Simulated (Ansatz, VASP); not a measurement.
# Cross-check of VSeS (1T-VSSe 3 layers, AA) between VASP and Ansatz

Aim: how closely do two programs agree when they are given the same cell, functional and k mesh? The structure shown is the start of the Ansatz relaxation below; VASP solves that cell, so the two are compared at the walk's first step.

Program: Ansatz 0.2.0. Level of theory: plane waves, with VASP 6.6.1 beside it; single point at LDA, DFT+U. Results are calculated unless marked as measured.

## (1) The starting structure

The cell holds 9 atoms: 3 Se, 3 V and 3 S. Cell: a = 3.250 Å, b = 3.250 Å, c = 63.398 Å, α = 90.0°, β = 90.0°, γ = 120.0°. Vacuum lies along c.

## (2) Ansatz: relaxation, LDA, DFT+U

Ansatz runs on its default PAW (the set named soft_2) files.

The two programs are compared at the cell with which this relaxation starts, whose forces are those of its first step.

File input.yaml:

```yaml
crystal:
  lattice:
    - [3.25, 0.0, 0.0]
    - [-1.625, 2.8145825623, 0.0]
    - [0.0, 0.0, 63.3982783689]
  atoms:
    - { symbol: Se, position: [0.6666666667, 0.3333333333, 0.3722498561] }
    - { symbol: V, position: [0.0, 0.0, 0.4005697401], spin: 1.0 }
    - { symbol: S, position: [0.3333333333, 0.6666666667, 0.4253442441] }
    - { symbol: Se, position: [0.6666666667, 0.3333333333, 0.473452806] }
    - { symbol: V, position: [0.0, 0.0, 0.50177269], spin: 1.0 }
    - { symbol: S, position: [0.3333333333, 0.6666666667, 0.526547194] }
    - { symbol: Se, position: [0.6666666667, 0.3333333333, 0.5746557559] }
    - { symbol: V, position: [0.0, 0.0, 0.6029756399], spin: 1.0 }
    - { symbol: S, position: [0.3333333333, 0.6666666667, 0.6277501439] }
  periodic: [true, true, false]
magnetization:
  spin_polarized: true
kpoints:
  mp_grid: { grid: [12, 12, 1] }
hamiltonian:
  xc: lda
  hubbard: { sites: [{ species: V, l: d, u_eff: 4.0 }] }
scf:
  occupations: { method: fermi_dirac, width: 0.05 }
  convergence: { dr2_threshold: 1.0e-09 }
relax:
  f_tol: 0.004
  max_steps: 90
  cell: {}
output:
  write_potential: true
  write_density: true
  volumetric_format: npy
```

Command:

```console
ansatz run input.yaml --threads 8 --pin off --max-ram 12288MiB --backend cpu --events-out ev --progress --plain --runs-dir out
```

Numbers of over 12 decimals in the logs are rounded to 6 here.

Log:

```text
Warning: relax.cell: scf.convergence.dr2_threshold = 1e-9 eV is looser than the 1.31128473229e-10 eV advised for a relaxation that steers and ends on the stress (1e-10 eV for each atom of the cell: 9, times the square of relax.cell.stress_2d_tol = 0.05 N/m over 26.2 Å (the atoms' height at the walk's start and 5 Å past either face), 1.909e-2 GPa, over a crystal's default 0.05). What an SCF threshold leaves in a stress goes as its square root, and in the free energy as the threshold itself, and one threshold admits the most on a small cell: [figures from the program's tests cut] Set scf.convergence.dr2_threshold to 1.31128473229e-10 eV or tighter. [rest of the remark cut]
Se: projections on atomic orbitals take those of the free atom [Ar] 3d10 4s2 4p4, of charge +0.00 (hamiltonian.pseudopotentials.projection_atoms); the dataset's partial waves leave at most 2.3e-6 of an orbital's norm unspanned inside its sphere
V: projections on atomic orbitals take those of the free atom [Ne] 3s2 3p6 3d3 4s2, of charge +0.00 (hamiltonian.pseudopotentials.projection_atoms); the dataset's partial waves leave at most 5.8e-7 of an orbital's norm unspanned inside its sphere
S: projections on atomic orbitals take those of the free atom [Ne] 3s2 3p4, of charge +0.00 (hamiltonian.pseudopotentials.projection_atoms); the dataset's partial waves leave at most 1.6e-7 of an orbital's norm unspanned inside its sphere
Engine: ansatz 0.2.0, aarch64-unknown-linux-gnu
Pseudopotentials: kind: paw
Pseudopotential: Se, paw, valence charge 16, recommended cutoff 420 eV (normal), Se.paw.azcp
Pseudopotential: V, paw, valence charge 13, recommended cutoff 420 eV (normal), V.paw.azcp
Pseudopotential: S, paw, valence charge 6, recommended cutoff 420 eV (normal), S.paw.azcp
Functional definition: SPW92
  exchange = slater_x
  correlation = pw_c
Crystal: 9 atoms, lattice volume = 579.929 Å³
Basis set: ecut = 420 eV, 11539 PW (Γ)
Bands: 65, of which v1, the nominal top of the filled ones, is band 53 counted from 1 (52 counted from 0)
Symmetry: 6 space group operations
Space group: P3m1 (ITA 156), of the structure as read, at distance tolerance 8.3e-5 Å
Magnetic group: BNS 156.49 (UNI 1279), of the structure as read, at distance tolerance 8.3e-5 Å
k-points: 19 of 144 (time reversal used)
Non-local potential: Se, projectors of the file, l = 0: 2, l = 1: 2, l = 2: 3, l = 3: 1
Non-local potential: V, projectors of the file, l = 0: 3, l = 1: 2, l = 2: 3, l = 3: 1
Non-local potential: S, projectors of the file, l = 0: 2, l = 1: 2, l = 2: 2
PAW form: soft (Blöchl's): semilocal exchange-correlation on the pseudo side does not see the compensation charge
PAW frozen core: Se, regenerated for the run's functional, and the local potential with it (the file was generated under x = pbe(κ = 0.804, μ = 0.219515), c = pbe(β = 0.066725))
PAW frozen core: V, regenerated for the run's functional, and the local potential with it (the file was generated under x = pbe(κ = 0.804, μ = 0.219515), c = pbe(β = 0.066725))
PAW frozen core: S, regenerated for the run's functional, and the local potential with it (the file was generated under x = pbe(κ = 0.804, μ = 0.219515), c = pbe(β = 0.066725))
PAW one-centre angular grid: Se, 590 points (default); XC on 64 Gauss nodes
PAW one-centre angular grid: V, 590 points (default); XC on 64 Gauss nodes
PAW one-centre angular grid: S, 110 points (default); XC on 64 Gauss nodes
Initial density: superposition of atomic densities (neutral atoms: chi_scale 0, normalization atom)
Starting moments: Σ|m| = 3 μB on 3 of 9 sites
Initial wavefunctions: pseudopotential atomic-orbital guess
Functional: x = slater, c = lda
SCF iter   1: F=—  HF=-27333.765589 eV  |F-HF|=—  |Δ(HF+E_count)|=         —  Δρ=2.09e-2 (↑1.54e-2 ↓2.09e-2)  dr2=9.32e0  dr2_m=1.06e-1  M=2.851 μB ∫|m|=4.183 μB  β_m=1.00  ethr=3.10e-3  ⟨swp⟩=13.6  Hψ=14357  notcnv=0
preconditioner: auto → none  [metal: Δε(μ)=0.066 eV  Ē_g=7.258 eV  σ=0.050 eV  W_gap=0.32  n_scr=40 (ndim 8)  ℏωp=11.0 eV  f_vac=0.686  D(μ)=3.30/eV (n_scr^D=20)  sad-step TF]
SCF iter   2: F=—  HF=-27333.004153 eV  |F-HF|=—  |Δ(HF+E_count)|=   7.61e-1  Δρ=1.75e-2 (↑1.75e-2 ↓7.37e-3)  dr2=7.64e0  dr2_m=5.15e-1  M=3.662 μB ∫|m|=5.758 μB  β_m=1.00  ethr=3.10e-3  ⟨swp⟩=3.4  Hψ=5023  notcnv=0  defer=85
[...]
Initial wavefunctions: those read from a saved state, or passed on in memory by an earlier step or the calling program
iter 1 solved again at ethr=1.00e-12 eV; its pass at ethr=9.52e-7 eV (dr2=2.51e-11 eV) is discarded
SCF iter   1: F=—  HF=-27334.951093 eV  |F-HF|=—  |Δ(HF+E_count)|=         —  Δρ=1.45e-8 (↑1.45e-8 ↓1.09e-8)  dr2=2.53e-11  dr2_m=6.73e-14  M=4.156 μB ∫|m|=7.148 μB  ethr=1.00e-12  ⟨swp⟩=1.7  Hψ=37236  notcnv=0
SCF iter   2: F=—  HF=-27334.951151 eV  |F-HF|=—  |Δ(HF+E_count)|=   5.77e-5  Δρ=1.53e-4 (↑1.53e-4 ↓4.69e-5)  dr2=2.68e-3  dr2_m=2.26e-5  M=4.154 μB ∫|m|=7.145 μB  ethr=9.52e-7  ⟨swp⟩=1.0  Hψ=15272  notcnv=0
SCF iter   3: F=—  HF=-27334.951094 eV  |F-HF|=—  |Δ(HF+E_count)|=   5.75e-5  Δρ=9.28e-6 (↑9.28e-6 ↓1.68e-6)  dr2=1.48e-5  dr2_m=9.53e-8  M=4.156 μB ∫|m|=7.148 μB  ethr=9.52e-7  ⟨swp⟩=1.0  Hψ=11526  notcnv=0
SCF iter   4: F=—  HF=-27334.951093 eV  |F-HF|=—  |Δ(HF+E_count)|=   1.06e-7  Δρ=3.36e-6 (↑3.36e-6 ↓4.04e-7)  dr2=3.31e-6  dr2_m=1.43e-8  M=4.156 μB ∫|m|=7.148 μB  ethr=1.44e-8  ⟨swp⟩=1.0  Hψ=11524  notcnv=0
SCF iter   5: F=—  HF=-27334.951093 eV  |F-HF|=—  |Δ(HF+E_count)|=   2.38e-8  Δρ=7.56e-7 (↑7.56e-7 ↓2.21e-7)  dr2=9.07e-8  dr2_m=5.68e-10  M=4.156 μB ∫|m|=7.148 μB  ethr=3.20e-9  ⟨swp⟩=1.0  Hψ=11525  notcnv=0
SCF iter   6: F=—  HF=-27334.951093 eV  |F-HF|=—  |Δ(HF+E_count)|=   1.13e-9  Δρ=3.87e-7 (↑3.87e-7 ↓1.04e-7)  dr2=4.39e-8  dr2_m=1.72e-10  M=4.156 μB ∫|m|=7.148 μB  ethr=8.84e-11  ⟨swp⟩=1.0  Hψ=11532  notcnv=0
SCF iter   7: F=—  HF=-27334.951093 eV  |F-HF|=—  |Δ(HF+E_count)|=  5.60e-10  Δρ=2.26e-7 (↑2.26e-7 ↓4.11e-8)  dr2=1.45e-8  dr2_m=6.01e-11  M=4.156 μB ∫|m|=7.148 μB  ethr=4.24e-11  ⟨swp⟩=1.0  Hψ=11535  notcnv=0
SCF iter   8: F=—  HF=-27334.951093 eV  |F-HF|=—  |Δ(HF+E_count)|=  7.28e-12  Δρ=1.67e-7 (↑1.67e-7 ↓2.68e-8)  dr2=7.73e-9  dr2_m=3.24e-11  M=4.156 μB ∫|m|=7.148 μB  ethr=1.40e-11  ⟨swp⟩=1.0  Hψ=11551  notcnv=0
SCF iter   9: F=-27334.951093 eV  HF=-27334.951093 eV  |F-HF|=1.16e-10  |Δ(HF+E_count)|=  8.73e-11  Δρ=3.41e-8 (↑3.41e-8 ↓1.02e-8)  dr2=2.07e-10  dr2_m=1.10e-12  M=4.156 μB ∫|m|=7.148 μB  ethr=1.00e-12  ⟨swp⟩=1.0  Hψ=11548  notcnv=0
a single-point calculation of the run's input, under the relaxation's own `scf.mixing.negative_modes` where the relaxation goes by `scf.lower_state_search: light` itself or types `scf.max_iter`, was made at the relaxed geometry, from the atoms, in 77 SCF iterations in all. It converged -0.0 meV from the relaxation's final energy, with moments (-0.20, 1.59, -0.16, -0.21, 1.58, -0.17, -0.22, 1.57, -0.16 Bohr magnetons, atom by atom), which does not count as lower, and the relaxation's result stands. No further magnetic order was relaxed to its end, and one can end lower (see `relax.adjacent_minimum`).
SCF converged after 8 iterations
Magnetization: 4.1556 μB (54.5778 up, 50.4222 down)
Absolute magnetization: 7.1076 μB (∫|ρ↑−ρ↓|, with the PAW one-centre terms)
Spin contamination: 0.8820 ħ² per cell (⟨S²⟩ above its minimum at these occupations)
Per-site moments (μB) at R_I (Å): [(-0.201894, 1.051248), (1.591384, 0.965340), (-0.158998, 0.965340), (-0.208975, 1.048584), (1.581953, 0.965837), (-0.165793, 0.965837), (-0.217858, 1.049328), (1.565188, 0.965085), (-0.155496, 0.965085)]
Free energy (F): -27334.951093 eV
Harris-Foulkes:  -27334.951093 eV  (|F-HF|=2.67e-7)
Internal energy: -27334.916305 eV  (E = F + TS)
E sigma→0 (E₀):  -27334.933699 eV
Entropy (-TS):   -0.034789 eV (-3.865 meV/atom)
Fermi energy:    -6.148573 eV
--- Per-component energies (eV) ---
  E_band       = -3369.337323
  E_kinetic    = 1685.388753
  E_local      = -1071671.672775  (includes V_loc(G=0)·N_el)
  E_nonlocal   = -1796.858442
  E_hartree    = 534721.608986
  E_xc         = -986.896973
  E_vxc        = -1052.399863  (∫ρ·V_xc dr)
  E_hubbard    = 9.255911  (on-site DFT+U / exact-exchange correction)
  E_vhub       = -3.793989  (the Hubbard potential's part of the band-sum identity)
  E_paw        = -10373.774845  (= ΣΔE_a)
  E_vpaw       = 26.768249  (= ΣTr[D̂ρ^β])
  E_aug_tail   = -0.001036  (compensation charges beyond the density's cutoff)
  E_ewald      = 521069.883987
  E_core_change = 8.150129  (= ΣΔE_core)
  E_smearing   = -0.034789  (= −TS)
  E_closure    = 0.000000  (closes the sum)
  Σ components = -27334.951093   (vs F -27334.951093, Δ=0.00e0)
--- Forces (eV/Å), atoms counted from 1 ---
  atom   1  Se    -0.00000000     0.00000000    -0.00005461
  atom   2  V      0.00000000    -0.00000000    -0.00031556
  atom   3  S      0.00000000    -0.00000000     0.00016220
  atom   4  Se     0.00000000    -0.00000000    -0.00026078
  atom   5  V      0.00000000    -0.00000000    -0.00026804
  atom   6  S      0.00000000    -0.00000000    -0.00000405
  atom   7  Se    -0.00000000    -0.00000000    -0.00017771
  atom   8  V      0.00000000     0.00000000    -0.00013735
  atom   9  S      0.00000000    -0.00000000    -0.00017703
  max |Σ_I F_I| component: 1.23e-3 eV/Å
--- 2D stress c σ (N/m, compression-positive) ---
        0.000022       0.000000       0.000000
        0.000000       0.000022       0.000000
        0.000000       0.000000       0.000000
  P = ½ c Tr σ = 0.0000 N/m
--- Band table (eV; the first three rows and the last of 38) ---
  k-point 0 ↑: bands = [... 49 lower, -7.3846, -6.4765, -5.1050, -5.1050, -4.9883, -4.9883, -4.9455, -4.9332, ... 8 higher]
  k-point 1 ↑: bands = [... 49 lower, -7.1460, -6.3942, -5.7273, -5.6124, -5.5477, -5.1265, -5.0034, -4.9375, ... 8 higher]
  k-point 2 ↑: bands = [... 49 lower, -6.9386, -6.6107, -6.4691, -6.3868, -6.2288, -5.2409, -5.1033, -5.0147, ... 8 higher]
  k-point 18 ↓: bands = [... 49 lower, -7.9021, -7.7980, -3.2520, -3.2305, -3.2151, -2.8827, -2.8094, -2.7262, ... 8 higher]
  the weakly bound empty levels are not read free of the cell's end (hubbard_term)
--- Relaxed structure (10 steps of the walk, 10 accepted, 2 SCFs on fresh bases) ---
  F+E_penalty+E_count = -27334.95109339 eV   max|allowed force component| = 2.992e-4 eV/Å   (the final SCF, on the basis selected at the relaxed cell)
  cell:  # Å, volume = 608.4195 Å³
    - [3.328875, 5.837942651071552e-18, 0]
    - [-1.664438, 2.882891, 0]
    - [0, 0, 63.3982783689]
  atoms:
    - { symbol: Se, position: [0.666667, 0.333333, 0.384188] }
    - { symbol: V, position: [-1.4462054658267944e-17, 0, 0.410586] }
    - { symbol: S, position: [0.333333, 0.666667, 0.431647] }
    - { symbol: Se, position: [0.666667, 0.333333, 0.476115] }
    - { symbol: V, position: [-8.448146553024273e-19, 0, 0.502358] }
    - { symbol: S, position: [0.333333, 0.666667, 0.523452] }
    - { symbol: Se, position: [0.666667, 0.333333, 0.567785] }
    - { symbol: V, position: [1.285597623652326e-17, 0, 0.594071] }
    - { symbol: S, position: [0.333333, 0.666667, 0.615115] }
```

(Part 1 of 2 ends here.)

[Lines on the potential files, build, host, timing and source positions are cut from VASP's logs without a mark.]

[Logs are printed without paths, hosts, clocks, repeated set-up lines and the standing remarks that a program may print on its own settings, such as how far it seeks lower states.]

[Hosts, paths, dates, database ids (printed as entryN), source tags and the programs' standing remarks are cut or masked in the printed files.]
